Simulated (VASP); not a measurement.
Given:

```
CELL_PARAMETERS angstrom
      2.10116    -3.62710     0.00000
      2.10116     3.62710     0.00000
      0.00000     0.00000     4.24674
ATOMIC_POSITIONS crystal
  Ga 0.15412 0.84588 0.91739
  Ga 0.34588 0.65412 0.41739
  Ga 0.65412 0.34588 0.58261
  Ga 0.84588 0.15412 0.08261
```

Method: PBE GGA, VASP's PBE PAW potentials (set 64) (plane waves; VASP 6.6.1). Numerical set-up: 500 eV cut-off, 8×8×7 Γ-centred mesh, first-order Methfessel-Paxton smearing of 0.10 eV, potentials Ga_d.

Task: Predict the energy per atom (σ→0), pressure, band gap (on the k-mesh) with the smallest direct gap where there is one.

Result: 
band gap (on the k-mesh): none (metal, semimetal or under 0.01 eV)
energy per atom (σ→0): -2.699 eV/atom
pressure: 20.02 GPa

The absolute energy has meaning only against runs of the same code, potentials and settings.

The compound is Ga in the alpha structure. It was relaxed first under an external pressure of 20 GPa.
